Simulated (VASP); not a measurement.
# Al3Si2F (I4/mmm) in VASP: notebook

Runs on Al3Si2F. Level: PBE. Tasks: relaxation of cell and atoms.

Everything below comes from runs of VASP 6.6.1. Logs are shortened: lines on timing, memory, paths and dates and some standing lists are left out, and cuts for length are marked.

**1. The structure**

It takes space group I4/mmm (No. 139, tetragonal). The conventional cell has a = 5.085 Å, b = 5.085 Å, c = 6.889 Å, α = 90.00°, β = 90.00°, γ = 90.00°. Al (site symmetry 4mm) is surrounded by 1 F at 1.34 Å. Al (site symmetry 4/mmm) is surrounded by 2 Al at 2.10 Å. Around Si (site symmetry mmm) lie 6 Al at 2.54 to 2.88 Å and 2 F at 2.54 Å. F (site symmetry 4/mmm) is surrounded by 2 Al at 1.34 Å.

The cell was built by a generator and needn't be a form met in nature.

**2. Relaxation of cell and atoms, PBE**

INCAR

```
SYSTEM = Al3Si2F
  PREC = Normal
  ENCUT = 520
  EDIFF = 1E-4
  ISMEAR = 0
  SIGMA = 0.15
  LREAL = .FALSE.
  LASPH = .TRUE.
  NELM = 60
  ALGO = Fast
  ISIF = 3
  LWAVE = .FALSE.
  LCHARG = .FALSE.
  GGA = PE
  IBRION = 2
  NSW = 24
  EDIFFG = -0.08
```

KPOINTS

```
Automatic mesh
0
G
  4 4 4
  0 0 0
```

POSCAR

```
Al3Si2F
1.0
   -2.5423920800      2.5423920800      3.4442578500
    2.5423920800     -2.5423920800      3.4442578500
    2.5423920800      2.5423920800     -3.4442578500
Al Si F
3 2 1
Direct
    0.3048741100      0.3048741100      0.0000000000
    0.6951258900      0.6951258900      0.0000000000
    0.0000000000      0.0000000000      0.0000000000
    0.5000000000      0.0000000000      0.5000000000
    0.0000000000      0.5000000000      0.5000000000
    0.5000000000      0.5000000000      0.0000000000
```

Potentials or basis: VASP PAW PBE potentials, release 64 (Al, Si, F).

The run is started by

```bash
cat potpaw_PBE.64/Al/POTCAR potpaw_PBE.64/Si/POTCAR potpaw_PBE.64/F/POTCAR > POTCAR
mpirun -np 1 vasp_std > vasp.out
```

OUTCAR:

```text
SYSTEM = Al3Si2F
   PREC = Normal
   ENCUT = 520
   EDIFF = 1E-4
   ISMEAR = 0
   LREAL = .FALSE.
   LASPH = .TRUE.
   NELM = 60
   ISIF = 3
   GGA = PE
   IBRION = 2
   NSW = 24
   EDIFFG = -0.08

 ion  position               nearest neighbor table
   1  0.305  0.305  0.000-   6 1.34   3 2.10   2 2.69   4 2.88   5 2.88   4 2.88   5 2.88
   2  0.695  0.695  0.000-   6 1.34   3 2.10   1 2.69   5 2.88   4 2.88   4 2.88   5 2.88
   3  0.000  0.000  0.000-   1 2.10   2 2.10   4 2.54   5 2.54   5 2.54   4 2.54
   4  0.500  0.000  0.500-   3 2.54   3 2.54   2 2.88   2 2.88   1 2.88   1 2.88
   5  0.000  0.500  0.500-   3 2.54   3 2.54   2 2.88   2 2.88   1 2.88   1 2.88
   6  0.500  0.500  0.000-   1 1.34   2 1.34

  LATTYP: Found a body centered tetragonal cell.
 ALAT       =     5.0847841600
 C/A-ratio  =     1.3547311908

  Lattice vectors:

 A1 = (  -2.5423920800,   2.5423920800,   3.4442578500)
 A2 = (   2.5423920800,  -2.5423920800,   3.4442578500)
 A3 = (   2.5423920800,   2.5423920800,  -3.4442578500)

Analysis of symmetry for initial positions (statically):
=====================================================================
 Subroutine PRICEL returns:
 Original cell was already a primitive cell.

 Routine SETGRP: Setting up the symmetry group for a
 body centered tetragonal supercell.

 Subroutine GETGRP returns: Found 16 space group operations
 (whereof 16 operations were pure point group operations)
 out of a pool of 16 trial point group operations.

The static configuration has the point symmetry D_4h.

Analysis of symmetry for dynamics (positions and initial velocities):
=====================================================================
 Subroutine PRICEL returns:
 Original cell was already a primitive cell.

 Routine SETGRP: Setting up the symmetry group for a
 body centered tetragonal supercell.

 Subroutine GETGRP returns: Found 16 space group operations
 (whereof 16 operations were pure point group operations)
 out of a pool of 16 trial point group operations.

The dynamic configuration has the point symmetry D_4h.

 Subroutine INISYM returns: Found 16 space group operations
 (whereof 16 operations are pure point group operations),
 and found     1 'primitive' translations

----------------------------------------------------------------------------------------

                                     Primitive cell

  volume of cell :      89.0514

  direct lattice vectors                    reciprocal lattice vectors
    -2.542392080  2.542392080  3.444257850     0.000000000  0.196665182  0.145169155
     2.542392080 -2.542392080  3.444257850     0.196665182  0.000000000  0.145169155
     2.542392080  2.542392080 -3.444257850     0.196665182  0.196665182  0.000000000

  length of vectors
     4.978998606  4.978998606  4.978998606     0.244440743  0.244440743  0.278126567

  position of ions in fractional coordinates (direct lattice)
     0.304874110  0.304874110  0.000000000
     0.695125890  0.695125890  0.000000000
     0.000000000  0.000000000  0.000000000
     0.500000000  0.000000000  0.500000000
     0.000000000  0.500000000  0.500000000
     0.500000000  0.500000000  0.000000000

  ion indices of the primitive-cell ions
   primitive index   ion index
                 1           1
                 2           2
                 3           3
                 4           4
                 5           5
                 6           6

----------------------------------------------------------------------------------------

 KPOINTS: Automatic mesh

Automatic generation of k-mesh.
 Grid dimensions read from file:
 generate k-points for:    4    4    4

 Generating k-lattice:

  Cartesian coordinates                     Fractional coordinates (reciprocal lattice)
     0.000000000  0.049166295  0.036292289     0.250000000  0.000000000  0.000000000
     0.049166295  0.000000000  0.036292289     0.000000000  0.250000000  0.000000000
     0.049166295  0.049166295  0.000000000     0.000000000  0.000000000  0.250000000

  Length of vectors
     0.061110186  0.061110186  0.069531642

  Shift w.r.t. Gamma in fractional coordinates (k-lattice)
     0.000000000  0.000000000  0.000000000

 Subroutine IBZKPT returns following result:
 ===========================================

 Found     13 irreducible k-points:

 Following reciprocal coordinates:
            Coordinates               Weight
  0.000000  0.000000  0.000000      1.000000
  0.250000  0.000000  0.000000      8.000000
  0.500000  0.000000  0.000000      4.000000
  0.250000  0.250000  0.000000      8.000000
  0.500000  0.250000  0.000000     16.000000
 -0.250000  0.250000  0.000000      4.000000
  0.500000  0.500000  0.000000      2.000000
  0.250000  0.250000  0.250000      2.000000
 -0.250000  0.250000  0.250000      4.000000
  0.500000  0.500000  0.250000      4.000000
 -0.250000  0.500000  0.250000      8.000000
 -0.250000 -0.250000  0.250000      2.000000
  0.500000  0.500000  0.500000      1.000000
   k-points           NKPTS =     13   k-points in BZ     NKDIM =     13   number of bands    NBANDS=     16
   number of dos      NEDOS =    301   number of ions     NIONS =      6
   total plane-waves  NPLWV =  21952
   dimension x,y,z NGX =    28 NGY =   28 NGZ =   28
   dimension x,y,z NGXF=    56 NGYF=   56 NGZF=   56
   ions per type =               3   2   1
   NGX,Y,Z   is equivalent  to a cutoff of   9.35,  9.35,  9.35 a.u.
   NGXF,Y,Z  is equivalent  to a cutoff of  18.70, 18.70, 18.70 a.u.
 SYSTEM =  Al3Si2F
   PREC   = normal    normal or accurate (medium, high low for compatibility)
   ISTART =      0    job   : 0-new  1-cont  2-samecut
   ICHARG =      2    charge: 1-file 2-atom 10-const
   ISPIN  =      1    spin polarized calculation?
   LNONCOLLINEAR =      F non collinear calculations
   LSORBIT =      F    spin-orbit coupling
   LASPH  =      T    aspherical Exc in radial PAW
   ENCUT  =  520.0 eV  38.22 Ry    6.18 a.u.   9.26  9.26  9.26*2*pi/ulx,y,z
   NELM   =     60;   NELMIN=  2; NELMDL= -5     # of ELM steps
   EDIFF  = 0.1E-03   stopping-criterion for ELM
   LREAL  =      F    real-space projection
   EDIFFG = -.8E-01   stopping-criterion for IOM
   NSW    =     24    number of steps for IOM
   IBRION =      2    ionic relax: 0-MD 1-quasi-New 2-CG
   NFREE  =      1    steps in history (QN), initial steepest desc. (CG)
   ISIF   =      3    stress and relaxation
   ISYM   =      2    0-nonsym 1-usesym 2-fastsym
   POTIM  = 0.5000    time-step for ionic-motion
   TEBEG  =    0.0;   TEEND  =   0.0 temperature during run
   PSTRESS=    0.0 pullay stress
   NELECT =      24.0000    total number of electrons
   NUPDOWN=      -1.0000    fix difference up-down
   EMIN   =  10.00;   EMAX   =-10.00  energy-range for DOS
   EFERMI =   0.00;   METHOD = LEGACY
   ISMEAR =     0;   SIGMA  =   0.15  broadening in eV -4-tet -1-fermi 0-gaus
   EFERMI_NEDOS =   21; number of points for ismear=-14 and -15
   IALGO  =     68    algorithm
   IMIX   =      4    mixing-type and parameters
     AMIX     =   0.40;   BMIX     =  1.00
     AMIX_MAG =   1.60;   BMIX_MAG =  1.00
  volume/ion in A,a.u.               =      14.84       100.16
  Fermi-wavevector in a.u.,A,eV,Ry     =   1.057463  1.998315 15.214404  1.118227
  Thomas-Fermi vector in A             =   2.192736
   LORBIT       =      0    0 simple, 1 ext, 2 COOP (PROOUT), +10 PAW based schemes
   GGA     = PE    functional components
   LHFCALC =     F    Hartree Fock is set to
   AEXX    =    0.0000 exact exchange contribution
   IVDW    =     0    specifies the selected vdW correction
   LEPSILON=     F    determine dielectric tensor
   LRPA    =     F    only Hartree local field effects (RPA)
 conjugate gradient relaxation of ions
 non-spin polarized calculation
 RMM-DIIS sequential band-by-band and
 Gauss-broadening in eV      SIGMA  =   0.15
  energy-cutoff  :      520.00
  volume of cell :       89.05
 maximum number of plane-waves:      2421
   NGX = 19   NGY = 19   NGZ = 19

--------------------------------------- Ionic step        1  -------------------------------------------

 number of electron      23.9999960 magnetization

 Free energy of the ion-electron system (eV)
  ---------------------------------------------------
  ext. energy  EPLUGINS =         0.00000000
  ---------------------------------------------------
  free energy    TOTEN  =       -12.51457417 eV

  energy without entropy =      -12.48844721  energy(sigma->0) =      -12.50151069

 E-fermi :   8.0416     XC(G=0): -10.3459

 val. band max:        8.0168535960   @ k =   0.2500   0.2500   0.2500
 cond. band min:       8.0985190745   @ k =  -0.2500   0.2500   0.2500
 fundamental gap:      0.0816654785
 Fermi energy:         8.0415719085

 k-point     1 :       0.0000    0.0000    0.0000
  band No.  band energies     occupation
      1     -23.9240      2.00000
      2      -6.7126      2.00000
      3      -4.9853      2.00000
      4      -4.9853      2.00000
      5      -3.0252      2.00000
      6       2.2832      2.00000
[... 8 lines left out ...]
     15       8.4025      0.00067
     16       8.7256      0.00000
[... 339 lines left out ...]
  FREE ENERGIE OF THE ION-ELECTRON SYSTEM (eV)
  ---------------------------------------------------
  free  energy   TOTEN  =       -13.4859024085 eV

  energy  without entropy=      -13.4409210251  energy(sigma->0) =      -13.46341172

 E-fermi :   4.5625     XC(G=0):  -8.9970

 val. band max:        4.4828470203   @ k =   0.2500   0.0000   0.0000
 cond. band min:       4.6266204643   @ k =   0.5000   0.5000   0.2500
 fundamental gap:      0.1437734440
 Fermi energy:         4.5624739036

 k-point     1 :       0.0000    0.0000    0.0000
  band No.  band energies     occupation
      1     -19.8719      2.00000
      2      -5.1142      2.00000
      3      -2.2469      2.00000
      4      -2.1208      2.00000
      5      -2.1202      2.00000
      6      -1.4951      2.00000
[... 8 lines left out ...]
     15       4.1171      1.99997
     16       6.6996      0.00000
[... 211 lines left out ...]
  band No.  band energies     occupation
      1     -19.8680      2.00000
      2      -4.6071      2.00000
      3      -3.0550      2.00000
      4      -2.1789      2.00000
      5      -2.1783      2.00000
      6      -1.6772      2.00000
[... 8 lines left out ...]
     15       7.7582      0.00000
     16       7.8683      0.00000

[... ionic steps 4 to 15 ...]

--------------------------------------- Ionic step       16  -------------------------------------------

 number of electron      24.0000067 magnetization

------------------------ aborting loop because EDIFF is reached ----------------------------------------

  FORCE on cell =-STRESS in cart. coord.  units (eV):
  Direction    XX          YY          ZZ          XY          YZ          ZX
  --------------------------------------------------------------------------------------
  -------------------------------------------------------------------------------------
  Total        1.1768632      1.1768632     -1.5084889      0.0000000      0.0000000      0.0000000
  in kB       16.6845511     16.6845511    -21.3860540      0.0000000      0.0000000      0.0000000
  external PRESSURE =       3.9943494 kB  Pullay stress =       0.0000000 kB
[... 65 lines left out ...]
  energy  without entropy=      -22.1821191530  energy(sigma->0) =      -22.19156025

--------------------------------------- Ionic step       18  -------------------------------------------

 number of electron      24.0000062 magnetization

 Free energy of the ion-electron system (eV)
  ---------------------------------------------------
  ext. energy  EPLUGINS =         0.00000000
  ---------------------------------------------------
  free energy    TOTEN  =       -22.20542748 eV

  energy without entropy =      -22.18832684  energy(sigma->0) =      -22.19687716

 E-fermi :   5.6233     XC(G=0):  -9.4259

 val. band max:        5.6034952726   @ k =  -0.2500   0.2500   0.2500
 cond. band min:       5.6446400112   @ k =  -0.2500  -0.2500   0.2500
 fundamental gap:      0.0411447386
 Fermi energy:         5.6233409979

 k-point     1 :       0.0000    0.0000    0.0000
  band No.  band energies     occupation
      1     -21.5563      2.00000
      2      -4.8216      2.00000
      3      -4.3637      2.00000
      4      -3.1994      2.00000
      5      -3.1991      2.00000
      6      -0.4778      2.00000
[... 8 lines left out ...]
     15       5.0664      2.00000
     16       7.0345      0.00000
[... 259 lines left out ...]
  FREE ENERGIE OF THE ION-ELECTRON SYSTEM (eV)
  ---------------------------------------------------
  free  energy   TOTEN  =       -22.2054274824 eV

  energy  without entropy=      -22.1883268381  energy(sigma->0) =      -22.19687716

 reached required accuracy - stopping structural energy minimisation
```

It took 97 s on 1 thread of Intel Xeon Platinum 8488C (Sapphire Rapids), shared host; peak memory 0.17 GiB.

What came out:

| Item | Value |
| --- | --- |
| Free energy | -22.2054 eV |
| Relaxed volume | 19.11 Å³/atom |
| Relaxed cell | a = 5.687 Å, b = 5.687 Å, c = 5.687 Å, α = 126.62°, β = 126.62°, γ = 78.88° |
| Space group after relaxing (to 0.05 Å) | I4/mmm (No. 139) |
| Energy gained by relaxing | 1615.1 meV/atom |
| Ionic steps | 18 |
| Pressure after relaxing | 0.2 GPa |
| Largest force after relaxing | 0.074 eV/Å |
| Band gap on the k mesh | none (metal or under the smearing width) |

Forces on the atoms (eV/Å):
```
Al   0.000  0.000 -0.074
Al   0.000  0.000  0.074
Al   0.000  0.000  0.000
Si   0.000  0.000  0.000
Si   0.000  0.000  0.000
F    0.000  0.000  0.000
```

The path:
```tsv
step	energy change (eV)	largest force (eV/Å)	pressure (GPa)	volume (Å³)
1	0.0000	20.0141	62.44	89.05
2	1.5366	8.7821	-5.84	171.43
3	-0.9713	8.6640	-3.87	160.38
4	-1.9651	8.5966	-2.17	153.24
5	-3.8704	9.1031	2.08	134.09
6	-4.8716	10.9923	13.44	110.93
7	-6.7006	0.3103	-13.97	145.45
8	-8.5469	1.6490	-7.15	128.60
9	-8.5730	1.8685	-6.40	127.36
10	-8.5781	2.1338	-5.53	126.05
11	-9.1052	1.9659	-1.63	115.52
12	-9.1233	1.2112	9.64	99.82
13	-9.2582	1.6829	3.73	107.06
14	-9.5189	0.5997	2.05	108.70
15	-9.5657	0.0032	1.60	109.78
16	-9.6599	0.0190	0.40	113.01
17	-9.6864	0.0814	-0.65	116.03
18	-9.6909	0.0736	0.16	114.64
```

Final structure:
```xyz
6
Lattice="-2.5545 2.5545 4.3919 2.5545 -2.5545 4.3919 2.5545 2.5545 -4.3919" Properties=species:S:1:pos:R:3 pbc="T T T"
Al    0.0000    0.0000    2.5321
Al    0.0000    0.0000    6.2517
Al    0.0000    0.0000    0.0000
Si    0.0000    2.5545    0.0000
Si    2.5545    0.0000    0.0000
F     0.0000    0.0000    4.3919
```

Caveat: the k mesh is coarse (spacing up to 0.44 Å⁻¹), so the values aren't converged; the volume moved by over 15 % at a fixed basis, so the end points are rough; the relaxation stopped at a loose force limit of 0.08 eV/Å, so its end isn't a converged minimum.

**3. Relaxation of cell and atoms, PBE**

This run uses another cell than the first one, of 15.96 Å³/atom, 1.075 times its volume.

INCAR is that of step 2.

KPOINTS

```
Automatic mesh
0
G
  4 4 3
  0 0 0
```

POSCAR

```
Al3Si2F
1.0
    4.2917349000      0.0000000000      0.0000000000
   -2.1458674500      3.7167514500      0.0000000000
    0.0000000000      0.0000000000      6.0015178400
Al Si F
3 2 1
Direct
    0.0000000000      0.0000000000      0.0000000000
    0.3333333300      0.6666666700      0.5000000000
    0.6666666700      0.3333333300      0.5000000000
    0.3333333300      0.6666666700      0.0000000000
    0.6666666700      0.3333333300      0.0000000000
    0.0000000000      0.0000000000      0.5000000000
```

Potentials or basis: VASP PAW PBE potentials, release 64 (Al, Si, F).

The run is started by

```bash
cat potpaw_PBE.64/Al/POTCAR potpaw_PBE.64/Si/POTCAR potpaw_PBE.64/F/POTCAR > POTCAR
mpirun -np 1 vasp_std > vasp.out
```

It took 39 s on 1 thread of Intel Xeon Platinum 8488C (Sapphire Rapids), shared host; peak memory 0.16 GiB.

It converged, with:

```yaml
Free_energy: -24.7202 eV
Relaxed_volume: 16.52 Å³/atom
Relaxed_cell: a = 4.859 Å, b = 4.859 Å, c = 4.849 Å, α = 90.00°, β = 90.00°, γ = 120.00°
Space_group_after_relaxing_to_0.05_Å: P6/mmm (No. 191)
Energy_gained_by_relaxing: 313.5 meV/atom
Ionic_steps: 13
Pressure_after_relaxing: 0.0 GPa
Band_gap_on_the_k_mesh: none (metal or under the smearing width)
```

Stress tensor (GPa, compression positive):
```
 0.14  0.00  0.00
 0.00  0.14  0.00
 0.00  0.00 -0.39
```

Step by step:
| step | energy change (eV) | largest force (eV/Å) | pressure (GPa) | volume (Å³) |
| --- | --- | --- | --- | --- |
| 1 | 0.0000 | 0.0000 | 11.17 | 95.73 |
| 2 | -1.0665 | 0.0000 | -5.55 | 111.27 |
| 3 | -1.0740 | 0.0000 | -4.30 | 109.41 |
| 4 | -1.3975 | 0.0000 | -2.96 | 103.83 |
| 5 | -1.2426 | 0.0000 | 14.61 | 86.79 |
| 6 | -1.6545 | 0.0000 | -0.50 | 99.18 |
| 7 | -1.7663 | 0.0000 | 4.67 | 93.02 |
| 8 | -1.7679 | 0.0000 | 3.33 | 94.13 |
| 9 | -1.7694 | 0.0000 | 3.76 | 93.69 |
| 10 | -1.7311 | 0.0000 | 4.72 | 95.74 |
| 11 | -1.8293 | 0.0000 | 3.86 | 94.69 |
| 12 | -1.8705 | 0.0000 | -1.47 | 101.23 |
| 13 | -1.8808 | 0.0000 | -0.03 | 99.14 |

Final structure:
```
Al Si F
1.0
     4.85900    0.00000    0.00000
    -2.42950    4.20801    0.00000
     0.00000    0.00000    4.84866
Al Si F
3 2 1
Direct
  0.00000 0.00000 0.00000
  0.33333 0.66667 0.50000
  0.66667 0.33333 0.50000
  0.33333 0.66667 0.00000
  0.66667 0.33333 0.00000
  0.00000 0.00000 0.50000
```

Levels at points of the mesh, in eV from the Fermi level:
```
           k point  band 10  band 11  band 12  band 13  band 14  band 15
(0.00, 0.00, 0.00)    -3.20    -1.11    -1.11    -0.28    -0.14     2.08
(0.50, 0.00, 0.00)    -2.11    -1.87    -1.33     1.67     2.79     2.89
```

Caveat: the k mesh is coarse (spacing up to 0.42 Å⁻¹), so the values aren't converged; the relaxation stopped at a loose force limit of 0.08 eV/Å, so its end isn't a converged minimum.
